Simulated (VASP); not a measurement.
Here is the system:

```yaml
crystal:
  lattice:
    - [1.80540, -3.12704, 0.00000]
    - [1.80540, 3.12704, 0.00000]
    - [0.00000, 0.00000, 5.14080]
  atoms:
    - { symbol: Pt, position: [0.00000, 0.00000, 0.00000] }
    - { symbol: S, position: [0.33333, 0.66667, 0.23000] }
    - { symbol: S, position: [0.66667, 0.33333, 0.77000] }
```

The numbers are results of PBE GGA, VASP's PBE PAW potentials (set 64) (plane waves; VASP), not measurements. Numerical set-up: 520 eV cut-off, 6×6×4 Γ-centred mesh, Gaussian smearing of 0.050 eV, potentials Pt_pv S.

Give the force on each atom (eV/Å).

```json
[
 {"atom": "Pt1", "Fx": "0.000", "Fy": "0.000", "Fz": "0.000"},
 {"atom": "S2", "Fx": "0.000", "Fy": "0.000", "Fz": "0.215"},
 {"atom": "S3", "Fx": "0.000", "Fy": "0.000", "Fz": "-0.215"}
]
```

Give the stress tensor in GPa (positive for a compressed cell).

```
0.54  0.00  0.00
0.00  0.54  0.00
0.00  0.00  2.76
```
The pressure is its mean diagonal, 1.28 GPa.

The compound is PtS2 in the 1T layered structure. The cell was not relaxed at this level. The run is one of a series of settings (ENCUT = 520, POTCAR Pt_pv S (PBE.64 set) against the base run), some of them coarse on purpose.
